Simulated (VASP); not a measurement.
## ZrSi (relaxed from the rocksalt structure, space group Fm-3m): computed properties

All values below come from PBEsol GGA, VASP's PBE PAW potentials (set 64) (plane waves; VASP).

```json
{
  "space_group": "Fm-3m (225)",
  "cell": "a = b = c = 5.342 Å, α = β = γ = 90.00°",
  "volume_per_atom": "19.06 Å^3/atom",
  "band gap (over mesh and band path)": "none (metal, semimetal or under 0.01 eV)",
  "density": "5.20 g/cm³"
}
```

```
ZrSi
1.0
    0.00000     2.67119     2.67119
    2.67119     0.00000     2.67119
    2.67119     2.67119     0.00000
Si Zr
1 1
Direct
  0.00000   0.00000   0.00000
  0.50000   0.50000   0.50000
```

The structure was generated: ZrSi was put into the rocksalt type (Fm-3m), which need not be its known phase. It was relaxed first, which changed the volume by -20 %. Symmetry was kept, so distortions that lower it aren't found.
